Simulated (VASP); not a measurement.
Calculation: revPBE GGA, VASP's PBE PAW potentials (set 64) (plane waves; VASP 6.6.1).

VASP ran on this input.

INCAR:
```
ALGO = Normal
EDIFF = 1E-7
EDIFFG = -0.01
ENCUT = 520
GGA = RE
IBRION = 2
ISIF = 4
ISMEAR = 1
LASPH = .True.
LCHARG = .False.
LMAXMIX = 6
LREAL = .False.
LWAVE = .False.
NELM = 100
NSW = 30
PREC = Accurate
SIGMA = 0.1
SYSTEM = Re
```

### POSCAR
```
Re
1
    1.3905313099    -2.4084707611     0.0000000000
    1.3905313099     2.4084707611     0.0000000000
    0.0000000000     0.0000000000     4.4913083877
Re
2
Direct
  0.3333330000   0.6666670000   0.2500000000
  0.6666670000   0.3333330000   0.7500000000
```

**KPOINTS**
```
kpoints
0
G
15 15 8
```

POTCAR, in this order: Re (PBE.64 set). Program: vasp_std.

The resulting files:

### OUTCAR
```
 ion  position               nearest neighbor table
   1  0.333  0.667  0.250-   2 2.76   2 2.76   2 2.76   2 2.76   2 2.76   2 2.76
   2  0.667  0.333  0.750-   1 2.76   1 2.76   1 2.76   1 2.76   1 2.76   1 2.76
  LATTYP: Found a hexagonal cell.
 ALAT       =     2.7810625183
 C/A-ratio  =     1.6149613172
 Subroutine PRICEL returns:
 Original cell was already a primitive cell.
 Subroutine GETGRP returns: Found 24 space group operations
The static configuration has the point symmetry D_3d.
 The point group associated with its full space group is D_6h.
The dynamic configuration has the point symmetry D_3d.
 Subroutine INISYM returns: Found 24 space group operations
 Subroutine IBZKPT returns following result:
 Found    135 irreducible k-points:

 Following reciprocal coordinates:
            Coordinates               Weight
  0.000000  0.000000  0.000000      1.000000
  0.066667 -0.000000  0.000000      6.000000
  0.133333 -0.000000  0.000000      6.000000
  0.200000 -0.000000  0.000000      6.000000
  0.266667 -0.000000  0.000000      6.000000
  0.333333  0.000000  0.000000      6.000000
  0.400000 -0.000000  0.000000      6.000000
  0.466667 -0.000000  0.000000      6.000000
  0.066667  0.066667  0.000000      6.000000
  0.133333  0.066667  0.000000     12.000000
  0.200000  0.066667  0.000000     12.000000
  0.266667  0.066667  0.000000     12.000000
  0.333333  0.066667  0.000000     12.000000
  0.400000  0.066667  0.000000     12.000000
  0.466667  0.066667  0.000000      6.000000
  0.133333  0.133333  0.000000      6.000000
  0.200000  0.133333  0.000000     12.000000
  0.266667  0.133333  0.000000     12.000000
  0.333333  0.133333  0.000000     12.000000
  0.400000  0.133333  0.000000     12.000000
  0.200000  0.200000  0.000000      6.000000
  0.266667  0.200000  0.000000     12.000000
...
```

**OSZICAR**
```
       N       E                     dE             d eps       ncg     rms          rms(c)
DAV:   1     0.305760226957E+02    0.30576E+02   -0.69812E+03  5427   0.157E+03
DAV:   2    -0.188171840199E+02   -0.49393E+02   -0.43118E+02  4863   0.325E+02
DAV:   3    -0.249035037671E+02   -0.60863E+01   -0.49512E+01  4991   0.235E+02
DAV:   4    -0.252533575477E+02   -0.34985E+00   -0.31843E+00  5485   0.258E+01
DAV:   5    -0.252653120503E+02   -0.11955E-01   -0.11336E-01  5122   0.299E+00    0.385E+01
DAV:   6    -0.242413985276E+02    0.10239E+01   -0.10469E+00  5568   0.315E+01    0.155E+01
DAV:   7    -0.238971774543E+02    0.34422E+00   -0.72937E-01  5760   0.255E+01    0.773E-01
DAV:   8    -0.238842710353E+02    0.12906E-01   -0.11333E-02  5758   0.130E+00    0.162E-01
DAV:   9    -0.238836996539E+02    0.57138E-03   -0.51841E-04  5781   0.289E-01    0.347E-02
DAV:  10    -0.238837161645E+02   -0.16511E-04   -0.45131E-05  5025   0.599E-02    0.372E-03
DAV:  11    -0.238837168607E+02   -0.69614E-06   -0.75070E-07  4453   0.206E-02    0.295E-03
DAV:  12    -0.238837159402E+02    0.92048E-06   -0.49405E-08  2658   0.787E-03    0.518E-04
DAV:  13    -0.238837158774E+02    0.62768E-07   -0.29489E-08  2634   0.633E-03
   1 F= -.23883716E+02 E0= -.23883998E+02  d E =-.238837E+02
       N       E                     dE             d eps       ncg     rms          rms(c)
DAV:   1    -0.238854343649E+02   -0.17184E-02   -0.16923E-01  4500   0.151E+01    0.216E-01
DAV:   2    -0.238841077251E+02    0.13266E-02   -0.19359E-03  5533   0.585E-01    0.108E-01
DAV:   3    -0.238836924837E+02    0.41524E-03   -0.93322E-04  5730   0.435E-01    0.191E-02
DAV:   4    -0.238836933981E+02   -0.91446E-06   -0.27320E-05  4832   0.610E-02    0.731E-03
DAV:   5    -0.238836931008E+02    0.29738E-06   -0.28223E-07  3350   0.205E-02    0.273E-03
DAV:   6    -0.238836930849E+02    0.15844E-07   -0.83976E-08  2562   0.908E-03
   2 F= -.23883693E+02 E0= -.23884023E+02  d E =0.227925E-04
       N       E                     dE             d eps       ncg     rms          rms(c)
DAV:   1    -0.238844944400E+02   -0.80134E-03   -0.43056E-02  4486   0.769E+00    0.109E-01
DAV:   2    -0.238841571058E+02    0.33733E-03   -0.49049E-04  5499   0.296E-01    0.542E-02
DAV:   3    -0.238840540343E+02    0.10307E-03   -0.22620E-04  5751   0.215E-01    0.101E-02
DAV:   4    -0.238840543294E+02   -0.29505E-06   -0.64769E-06  4792   0.296E-02    0.371E-03
DAV:   5    -0.238840542299E+02    0.99479E-07   -0.38244E-08  2628   0.101E-02
   3 F= -.23884054E+02 E0= -.23884360E+02  d E =-.338352E-03
```

**OUTCAR**
```
------------------------ aborting loop because EDIFF is reached ----------------------------------------
  FORCE on cell =-STRESS in cart. coord.  units (eV):
  Direction    XX          YY          ZZ          XY          YZ          ZX
  --------------------------------------------------------------------------------------
  Total       -0.0314488     -0.0314488     -0.0323648      0.0000000     -0.0000000      0.0000000
  in kB       -1.6749041     -1.6749039     -1.7236865      0.0000000     -0.0000000      0.0000000
  external PRESSURE =      -1.6911649 kB  Pullay stress =       0.0000000 kB
  volume of cell :       30.08
      direct lattice vectors                 reciprocal lattice vectors
     1.388925758 -2.405689864  0.000000000     0.359990444 -0.207840590  0.000000000
     1.388925758  2.405689864  0.000000000     0.359990444  0.207840590 -0.000000000
     0.000000000  0.000000000  4.501697993    -0.000000000 -0.000000000  0.222138402
 POSITION                                       TOTAL-FORCE (eV/Angst)
 -----------------------------------------------------------------------------------
      1.38893      0.80190      1.12542         0.000000     -0.000000      0.000000
      1.38893     -0.80190      3.37627        -0.000000      0.000000      0.000000
 -----------------------------------------------------------------------------------
    total drift:                               -0.000000      0.000010     -0.000016
  FREE ENERGIE OF THE ION-ELECTRON SYSTEM (eV)
  ---------------------------------------------------
  free  energy   TOTEN  =       -23.8840542299 eV

  energy  without entropy=      -23.8849700517  energy(sigma->0) =      -23.88435950

 reached required accuracy - stopping structural energy minimisation
```
(Selected blocks of OUTCAR.)

File CONTCAR:
```
Re
   1.00000000000000
     1.3889257581623158   -2.4056898644073601    0.0000000000000000
     1.3889257581623158    2.4056898644073601    0.0000000000000000
     0.0000000000000000    0.0000000000000000    4.5016979932423107
  Re
     2
Direct
     0.3333330000000032    0.6666669999999968    0.2500000000000000
     0.6666669999999968    0.3333330000000032    0.7500000000000000
```

The compound is Re in the hcp structure. This run relaxes it. Symmetry was kept, so distortions that lower it aren't found.
